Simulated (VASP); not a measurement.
BN: single point with PBE+D3(BJ)

The system is BN.

```xyz
4
Lattice="2.5414 0.0000 0.0000 -1.2707 2.2009 0.0000 0.0000 0.0000 4.2043" Properties=species:S:1:pos:R:3 pbc="T T T"
B     1.2707    0.7336    0.0007
B     0.0000    1.4673    2.1029
N     1.2707    0.7336    1.5759
N     0.0000    1.4673    3.6780
```

Measurements of this composition are mostly on another form, of space group No. 194.

```
Program             : VASP 6.6.1
Task                : single point
Functional          : PBE
Dispersion          : D3(BJ)
Potentials or basis : VASP PAW PBE potentials, release 64 (B, N)
Cutoff              : 520 eV
k mesh              : 8 × 8 × 6
Occupations         : gaussian, width 0.05 eV
Spin                : no spin polarisation
```

- Pressure: 0.3 GPa
- Largest force: 0.016 eV/Å
- Band gap on the k mesh: 5.51 eV, indirect (least direct gap 8.31 eV)
- Dispersion energy per atom: -0.210 eV

Forces on the atoms (eV/Å):
```
B    0.000  0.000  0.016
B    0.000  0.000  0.016
N    0.000  0.000 -0.016
N    0.000  0.000 -0.016
```

Stress tensor (GPa, compression positive):
```
0.41 0.00 0.00
0.00 0.41 0.00
0.00 0.00 0.07
```

Levels at points of the mesh, in eV from the valence-band top:
```csv
k point,band 5,band 6,band 7,band 8,band 9,band 10,band 11,band 12
"(0.00, 0.00, 0.00)",-2.13,-0.27,0.00,0.00,8.40,8.40,8.63,9.60
"(0.50, 0.00, 0.00)",-6.94,-5.01,-4.43,-2.12,6.74,7.99,10.64,11.54
"(0.00, 0.00, 0.50)",-1.18,-1.18,-1.18,-1.18,9.55,9.55,9.96,9.96
"(0.50, 0.00, 0.50)",-3.79,-3.79,-3.58,-3.58,6.61,6.61,10.07,10.07
```

Wall time 14 s on 1 thread of Intel(R) Xeon(R) Platinum 8488C (Sapphire Rapids) (shared host), peak memory 0.15 GiB.

Caveat: the cell's inner coordinates are idealised or old, which leaves forces on the atoms. A k mesh can miss the band edges.
